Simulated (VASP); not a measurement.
# Driving VASP from ASE on ZrB2

Do ASE scripts that read ZrB2 from different structure formats give one answer, and do several routes find one equilibrium volume? All runs use PBEsol. Left out of this account: 1 further run (fields: a reference on another mesh). The start is a cell from a database of measured crystal structures.

Calculated with VASP 6.6.1; PBEsol; plane waves and PAW (Zr_sv, B).

## Step 1: Starting point

Symmetry: P6/mmm, No. 191, hexagonal system. Conventional cell: a = 3.170 Å, b = 3.170 Å, c = 3.533 Å, α = 90.00°, β = 90.00°, γ = 120.00°. Zr has 12 B at 2.54 Å nearest. B has 3 B at 1.83 Å and 6 Zr at 2.54 Å nearest. Farther neighbours are not listed.

Coordinates:

```cif
data_structure
_symmetry_space_group_name_H-M 'P 1'
_symmetry_Int_Tables_number 1
_cell_length_a 3.1700
_cell_length_b 3.1700
_cell_length_c 3.5330
_cell_angle_alpha 90.000
_cell_angle_beta 90.000
_cell_angle_gamma 120.000
_cell_volume 30.75
loop_
_atom_site_label
_atom_site_type_symbol
_atom_site_fract_x
_atom_site_fract_y
_atom_site_fract_z
_atom_site_occupancy
Zr1 Zr 0.00000 0.00000 0.00000 1
B2 B 0.33333 0.66667 0.50000 1
B3 B 0.66667 0.33333 0.50000 1
```

## Step 2: Self-consistent run (PBEsol, through ASE)

A single point through ASE, with the structure read from an extended xyz file.

The input, run.py:

```python
import numpy as np
from ase.calculators.vasp import Vasp
from ase.io import read
from ase.dft.bandgap import bandgap

atoms = read('ZrB2.xyz')

calc = Vasp(
    xc='pbesol',
    pp='PBE',
    prec='Accurate',
    encut=420,
    ediff=1e-06,
    nelm=100,
    ismear=-1,
    sigma=0.05,
    lreal=False,
    algo='Normal',
    nbands=15,
    lasph=True,
    lorbit=11,
    lwave=False,
    lcharg=False,
    kpar=4,
    isif=2,
    pp_version='64',
    setups={'Zr': '_sv', 'B': ''},
    kpts=(11, 11, 9),
    gamma=True,
    txt='vasp.out',
)
atoms.calc = calc

print("energy (eV):", round(atoms.get_potential_energy(), 6))
print("Fermi level (eV):", round(calc.get_fermi_level(), 4))
print("forces (eV/A):")
print(np.round(atoms.get_forces(), 4))
print("stress (GPa, Voigt, tension positive):", np.round(atoms.get_stress() * 160.21766, 3))
gap, p1, p2 = bandgap(calc, direct=False)
print("gap on the mesh (eV):", round(gap, 4))
```

The input, ZrB2.xyz:

```xyz
3
Lattice="3.1700000000 0.0000000000 0.0000000000 -1.5850000000 2.7453005300 0.0000000000 0.0000000000 0.0000000000 3.5330000000" Properties=species:S:1:pos:R:3 pbc="T T T"
Zr     0.0000000000      0.0000000000      0.0000000000
B     -0.0000000002      1.8302003534      1.7665000000
B      1.5850000002      0.9151001766      1.7665000000
```

The projector-augmented-wave data sets are Zr_sv and B (PBE family, release 64).

Run with:

```console
> export ASE_VASP_COMMAND="mpirun -np 4 vasp_std"
> python run.py
```

The program printed:

```text
energy (eV): -26.398933
Fermi level (eV): 10.3612
forces (eV/A):
[[ 0.  0.  0.]
 [ 0.  0. -0.]
 [-0. -0.  0.]]
stress (GPa, Voigt, tension positive): [ 3.608  3.608  4.072  0.    -0.    -0.   ]
gap on the mesh (eV): 0.0
```

It took 12 s on 4 MPI ranks of AMD EPYC 7R43, shared host; peak memory 0.49 GiB; 40 s of CPU time.

The logs omit lines about the potential files and the build; timing stands in the text.

The INCAR that ASE wrote:

```
ENCUT = 420.000000
SIGMA = 0.050000
EDIFF = 1.00e-06
ALGO = Normal
GGA = PS
PREC = Accurate
ISIF = 2
ISMEAR = -1
KPAR = 4
LORBIT = 11
NBANDS = 15
NELM = 100
LASPH = .TRUE.
LCHARG = .FALSE.
LWAVE = .FALSE.
LREAL = .FALSE.
```

ASE turned this into the KPOINTS:

```
KPOINTS created by Atomic Simulation Environment
0
Gamma
11 11 9
0 0 0
```

VASP's own log, vasp.out:

```text
[banner, memory and clock lines left out]
running    4 mpi-ranks, on    1 nodes
 distrk:  each k-point on    1 cores,    4 groups
 distr:  one band on    1 cores,    1 groups

 POSCAR found type information on POSCAR ZrB
 POSCAR found :  2 types and       3 ions
|                                                                             |
|               ----> ADVICE to this user running VASP <----                  |
|                                                                             |
|     You enforced a specific xc type in the INCAR file but a different       |
|     [... a line on the potential file left out ...]
|     I HOPE YOU KNOW WHAT YOU ARE DOING!                                     |
|                                                                             |

 LDA part: xc-table for (Slater+PW92), standard interpolation
 POSCAR, INCAR and KPOINTS ok, starting setup
 FFT: planning ... GRIDC
 FFT: planning ... GRID_SOFT
 FFT: planning ... GRID
 WAVECAR not read
 entering main loop
       N       E                     dE             d eps       ncg     rms          rms(c)
DAV:   1     0.829299497129E+02    0.82930E+02   -0.85706E+03  2416   0.101E+03
DAV:   2    -0.253605042310E+02   -0.10829E+03   -0.10469E+03  3058   0.273E+02
DAV:   3    -0.288929299924E+02   -0.35324E+01   -0.35168E+01  3821   0.425E+01
DAV:   4    -0.289531644707E+02   -0.60234E-01   -0.60230E-01  2777   0.504E+00
DAV:   5    -0.289544792339E+02   -0.13148E-02   -0.13147E-02  3705   0.538E-01    0.222E+01
DAV:   6    -0.264520266695E+02    0.25025E+01   -0.58304E+00  2990   0.167E+01    0.914E+00
DAV:   7    -0.264040249770E+02    0.48002E-01   -0.70401E-01  3474   0.526E+00    0.321E+00
DAV:   8    -0.264041853840E+02   -0.16041E-03   -0.10376E-01  2893   0.270E+00    0.521E-01
DAV:  10    -0.263996335015E+02    0.37427E-03   -0.16147E-03  2822   0.377E-01    0.397E-02
DAV:  11    -0.263996383067E+02   -0.48053E-05   -0.74546E-05  3419   0.789E-02    0.105E-02
DAV:  12    -0.263996365846E+02    0.17222E-05   -0.29568E-06  2707   0.122E-02    0.581E-03
DAV:  13    -0.263996363217E+02    0.26284E-06   -0.56389E-07  1494   0.629E-03
   1 F= -.26399636E+02 E0= -.26398933E+02  d E =-.140634E-02
```

OUTCAR, selected parts (step 2):

```text
ion  position               nearest neighbor table
   1  0.000  0.000  0.000-   2 2.54   3 2.54   2 2.54   3 2.54   2 2.54   2 2.54   3 2.54   3 2.54
                             3 2.54   3 2.54   2 2.54   2 2.54
   2  0.333  0.667  0.500-   3 1.83   3 1.83   3 1.83   1 2.54   1 2.54   1 2.54   1 2.54   1 2.54
                             1 2.54
   3  0.667  0.333  0.500-   2 1.83   2 1.83   2 1.83   1 2.54   1 2.54   1 2.54   1 2.54   1 2.54
                             1 2.54

  LATTYP: Found a hexagonal cell.
 ALAT       =     3.1700000000
 C/A-ratio  =     1.1145110410

 Subroutine GETGRP returns: Found 24 space group operations
 (whereof 24 operations were pure point group operations)

The static configuration has the point symmetry D_6h.

 Found     80 irreducible k-points:

   k-points           NKPTS =     80   k-points in BZ     NKDIM =     80   number of bands    NBANDS=     15

   dimension x,y,z NGX =    24 NGY =   24 NGZ =   24
   dimension x,y,z NGXF=    48 NGYF=   48 NGZF=   48

   ENCUT  =  420.0 eV  30.87 Ry    5.56 a.u.   5.30  5.30  5.90*2*pi/ulx,y,z

   NELECT =      18.0000    total number of electrons

 k-points in reciprocal lattice and weights: KPOINTS created by Atomic Simulation Env
   0.00000000  0.00000000  0.00000000       0.001
   0.09090909 -0.00000000  0.00000000       0.006
   0.18181818  0.00000000  0.00000000       0.006
   0.27272727  0.00000000  0.00000000       0.006
   0.36363636  0.00000000  0.00000000       0.006
   0.45454545  0.00000000  0.00000000       0.006
   0.09090909  0.09090909  0.00000000       0.006
   0.18181818  0.09090909  0.00000000       0.011
   0.27272727  0.09090909  0.00000000       0.011
[...]
0.27272727  0.27272727  0.44444444       0.011
   0.36363636  0.27272727  0.44444444       0.011

 average (electrostatic) potential at core
       1 -72.5984       2 -22.1202       3 -22.1202

 E-fermi :  10.3612

 k-point     1 :       0.0000    0.0000    0.0000
  band No.  band energies     occupation
    ...
      5      -2.2695      2.00000
      6       7.8054      2.00000
      7       7.8062      2.00000
      8       7.8062      2.00000
      9       8.1069      2.00000
     10      13.8192      0.00000
     11      13.8192      0.00000
     12      14.6241      0.00000
     13      14.6241      0.00000
     14      15.3419      0.00000
    ...

 k-point     2 :       0.0909   -0.0000    0.0000
  band No.  band energies     occupation
    ...
      5      -2.1037      2.00000
      6       7.3303      2.00000
      7       7.8112      2.00000
      8       7.9227      2.00000
      9       7.9633      2.00000
     10      13.7098      0.00000
     11      13.7157      0.00000
     12      14.0598      0.00000
     13      14.0804      0.00000
     14      16.0382      0.00000
    ...

 k-point     3 :       0.1818    0.0000    0.0000
  band No.  band energies     occupation
    ...
      5      -1.6292      2.00000
      6       6.2380      2.00000
      7       7.5038      2.00000
      8       7.7825      2.00000
      9       8.2916      2.00000
     10      12.7405      0.00000
     11      13.4548      0.00000
     12      13.7490      0.00000
     13      14.3910      0.00000
     14      16.6173      0.00000
    ...

  Total       -0.6924239     -0.6924239     -0.7813389      0.0000000      0.0000000      0.0000000
  in kB      -36.0819380    -36.0819380    -40.7152599      0.0000000      0.0000000      0.0000000
  external PRESSURE =     -37.6263787 kB  Pullay stress =       0.0000000 kB

  energy-cutoff  :      420.00
  volume of cell :       30.75
      direct lattice vectors                 reciprocal lattice vectors
     3.170000000  0.000000000  0.000000000     0.315457413  0.182129422  0.000000000
    -1.585000000  2.745300530  0.000000000     0.000000000  0.364258845  0.000000000
     0.000000000  0.000000000  3.533000000     0.000000000  0.000000000  0.283045570

 POSITION                                       TOTAL-FORCE (eV/Angst)
 -----------------------------------------------------------------------------------
      0.00000      0.00000      0.00000         0.000000      0.000000      0.000000
     -0.00000      1.83020      1.76650         0.000000      0.000000     -0.000000
      1.58500      0.91510      1.76650        -0.000000     -0.000000      0.000000
 -----------------------------------------------------------------------------------
    total drift:                               -0.000000      0.000000     -0.000000

  FREE ENERGIE OF THE ION-ELECTRON SYSTEM (eV)
  ---------------------------------------------------
  free  energy   TOTEN  =       -26.3996363217 eV

  energy  without entropy=      -26.3982299798  energy(sigma->0) =      -26.39893315

 total charge
# of ion       s       p       d       tot
------------------------------------------
    1        2.170   6.028   1.781   9.980
    2        0.661   1.234   0.000   1.895
    3        0.661   1.234   0.000   1.895
--------------------------------------------------
tot          3.493   8.496   1.781  13.770

[... 3 further parts left out ...]
```

The PAW data sets were made with PBE, which is usual practice but a small mismatch for other functionals. At this level the cell is under a tension of 3.8 GPa, so at these settings it is away from equilibrium.

Numbers from this step:

```
SCF cycles              : 13
electrons               : 18
bands                   : 15
irreducible k-points    : 80
symmetry operations     : 24
free energy (TOTEN)     : -26.40 eV
energy at zero smearing : -26.40 eV
Fermi energy            : 10.36 eV
pressure                : -3.763 GPa
metallic                : yes
```

The pressure is -3.76 GPa and the largest force 0.000 eV/Å, so the cell is not at a minimum at these settings.

## Step 3: A single point (PBEsol, through ASE)

The single point through ASE, with the structure read from a CIF with its space group. The mesh changes to 10×10×8, so this is no clean test of the format.

run.py, as its differences from that of step 2:

```diff
@@ -5,3 +5,3 @@
 
-atoms = read('ZrB2.xyz')
+atoms = read('ZrB2.cif')
 
@@ -27,3 +27,3 @@
     setups={'Zr': '_sv', 'B': ''},
-    kpts=(11, 11, 9),
+    kpts=(10, 10, 8),
     gamma=True,
```

The input, ZrB2.cif:

```cif
data_ZrB2
_cell_length_a 3.17000000
_cell_length_b 3.17000000
_cell_length_c 3.53300000
_cell_angle_alpha 90.00000000
_cell_angle_beta 90.00000000
_cell_angle_gamma 120.00000000
_space_group_name_H-M_alt 'P6/mmm'
_space_group_name_Hall '-P 6 2'
_space_group_IT_number 191
loop_
_space_group_symop_operation_xyz
'x,y,z'
'-x,-y,-z'
'x-y,x,z'
'-x+y,-x,-z'
'-y,x-y,z'
'y,-x+y,-z'
'-x,-y,z'
'x,y,-z'
'-x+y,-x,z'
'x-y,x,-z'
'y,-x+y,z'
'-y,x-y,-z'
'-y,-x,-z'
'y,x,z'
'-x,-x+y,-z'
'x,x-y,z'
'-x+y,y,-z'
'x-y,-y,z'
'y,x,-z'
'-y,-x,z'
'x,x-y,-z'
'-x,-x+y,z'
'x-y,-y,-z'
'-x+y,y,z'
loop_
_atom_site_label
_atom_site_type_symbol
_atom_site_symmetry_multiplicity
_atom_site_Wyckoff_symbol
_atom_site_fract_x
_atom_site_fract_y
_atom_site_fract_z
_atom_site_occupancy
Zr1 Zr 1 a 0.0000000000 0.0000000000 0.0000000000 1
B1 B 2 d 0.3333333333 0.6666666667 0.5000000000 1
```

The program printed:

```text
energy (eV): -26.39226
Fermi level (eV): 10.3258
forces (eV/A):
[[ 0.  0.  0.]
 [-0.  0.  0.]
 [ 0.  0.  0.]]
stress (GPa, Voigt, tension positive): [ 3.684  3.684  3.786 -0.     0.    -0.   ]
gap on the mesh (eV): 0.0
```

The job ended after 11 s (4 MPI ranks; peak memory 0.49 GiB).

ASE turned this into the INCAR:

```
ENCUT = 420.000000
SIGMA = 0.050000
EDIFF = 1.00e-06
ALGO = Normal
GGA = PS
PREC = Accurate
ISIF = 2
ISMEAR = -1
KPAR = 4
LORBIT = 11
NBANDS = 15
NELM = 100
LASPH = .TRUE.
LCHARG = .FALSE.
LWAVE = .FALSE.
LREAL = .FALSE.
```

ASE turned this into the KPOINTS:

```
KPOINTS created by Atomic Simulation Environment
0
Gamma
10 10 8
0 0 0
```

vasp.out:

```text
[banner, memory and clock lines left out]
running    4 mpi-ranks, on    1 nodes
 distrk:  each k-point on    1 cores,    4 groups
 distr:  one band on    1 cores,    1 groups

 POSCAR found type information on POSCAR ZrB
 POSCAR found :  2 types and       3 ions
 [... a notice as in an earlier step ...]

 LDA part: xc-table for (Slater+PW92), standard interpolation
 POSCAR, INCAR and KPOINTS ok, starting setup
 FFT: planning ... GRIDC
 FFT: planning ... GRID_SOFT
 FFT: planning ... GRID
 WAVECAR not read
 entering main loop
       N       E                     dE             d eps       ncg     rms          rms(c)
DAV:   1     0.856361551184E+02    0.85636E+02   -0.85476E+03  2100   0.102E+03
DAV:   2    -0.254952179498E+02   -0.11113E+03   -0.10732E+03  2695   0.276E+02
DAV:   3    -0.288965751684E+02   -0.34014E+01   -0.33855E+01  3239   0.419E+01
DAV:   4    -0.289445046162E+02   -0.47929E-01   -0.47915E-01  2472   0.488E+00
DAV:   5    -0.289461235213E+02   -0.16189E-02   -0.16189E-02  3306   0.553E-01    0.222E+01
DAV:   6    -0.264447396230E+02    0.25014E+01   -0.58962E+00  2599   0.167E+01    0.913E+00
DAV:   7    -0.263977334594E+02    0.47006E-01   -0.67180E-01  3125   0.519E+00    0.325E+00
DAV:   8    -0.263973626768E+02    0.37078E-03   -0.92774E-02  2496   0.257E+00    0.495E-01
DAV:   9    -0.263939049413E+02    0.34577E-02   -0.18271E-02  2668   0.103E+00    0.183E-01
DAV:  10    -0.263936631166E+02    0.24182E-03   -0.12063E-03  2487   0.326E-01    0.388E-02
DAV:  11    -0.263936673792E+02   -0.42626E-05   -0.59138E-05  2952   0.707E-02    0.106E-02
DAV:  12    -0.263936657814E+02    0.15978E-05   -0.26116E-06  2336   0.114E-02    0.478E-03
DAV:  13    -0.263936655880E+02    0.19341E-06   -0.46568E-07  1218   0.585E-03
   1 F= -.26393666E+02 E0= -.26392260E+02  d E =-.281085E-02
```

From OUTCAR (step 3):

```text
The static configuration has the point symmetry D_6h.

 Found     70 irreducible k-points:

   k-points           NKPTS =     70   k-points in BZ     NKDIM =     70   number of bands    NBANDS=     15

   NELECT =      18.0000    total number of electrons

 E-fermi :  10.3258

 k-point     1 :       0.0000    0.0000    0.0000
  band No.  band energies     occupation
    ...
      5      -2.2679      2.00000
      6       7.8052      2.00000
      7       7.8059      2.00000
      8       7.8059      2.00000
      9       8.1064      2.00000
     10      13.8205      0.00000
     11      13.8205      0.00000
     12      14.6221      0.00000
     13      14.6221      0.00000
     14      15.3400      0.00000
    ...

 k-point     2 :       0.1000   -0.0000    0.0000
  band No.  band energies     occupation
    ...
      5      -2.0679      2.00000
      6       7.2396      2.00000
      7       7.8111      2.00000
      8       7.8871      2.00000
      9       7.9935      2.00000
     10      13.5922      0.00000
     11      13.6963      0.00000
     12      14.0026      0.00000
     13      14.1269      0.00000
     14      16.1680      0.00000
    ...

  Total       -0.7070293     -0.7070293     -0.7265411      0.0000000      0.0000000     -0.0000000
  in kB      -36.8430184    -36.8430184    -37.8597707      0.0000000      0.0000000     -0.0000000
  external PRESSURE =     -37.1819358 kB  Pullay stress =       0.0000000 kB

 POSITION                                       TOTAL-FORCE (eV/Angst)
 -----------------------------------------------------------------------------------
      0.00000      0.00000      0.00000         0.000000      0.000000      0.000000
     -0.00000      1.83020      1.76650        -0.000000      0.000000      0.000000
      1.58500      0.91510      1.76650         0.000000      0.000000      0.000000
 -----------------------------------------------------------------------------------
    total drift:                               -0.000000      0.000000      0.000000

  FREE ENERGIE OF THE ION-ELECTRON SYSTEM (eV)
  ---------------------------------------------------
  free  energy   TOTEN  =       -26.3936655880 eV

  energy  without entropy=      -26.3908547395  energy(sigma->0) =      -26.39226016

 total charge
# of ion       s       p       d       tot
------------------------------------------
    1        2.171   6.028   1.781   9.980
    2        0.661   1.234   0.000   1.895
    3        0.661   1.234   0.000   1.895
--------------------------------------------------
tot          3.493   8.496   1.781  13.770

[... 5 parts as in an earlier step ...]

[... 7 further parts left out ...]
```

At this level the cell is under a tension of 3.7 GPa, so at these settings it is away from equilibrium.

This step gave:

- irreducible k-points: 70
- free energy (TOTEN): -26.39 eV
- energy at zero smearing: -26.39 eV
- Fermi energy: 10.33 eV
- pressure: -3.718 GPa

The energy lies +2.22 meV an atom from the first script, on another mesh.

(Continued in part 2 of 3.)

[Lines on the potential files, build, host, timing and source positions are cut from VASP's logs without a mark.]

[Logs are printed without paths, hosts, clocks, repeated set-up lines and the standing remarks that a program may print on its own settings, such as how far it seeks lower states.]

[Hosts, paths, dates, database ids (printed as entryN), source tags and the programs' standing remarks are cut or masked in the printed files.]

[A measured line is paired with the nearest computed mode of its activity, which favours agreement.]
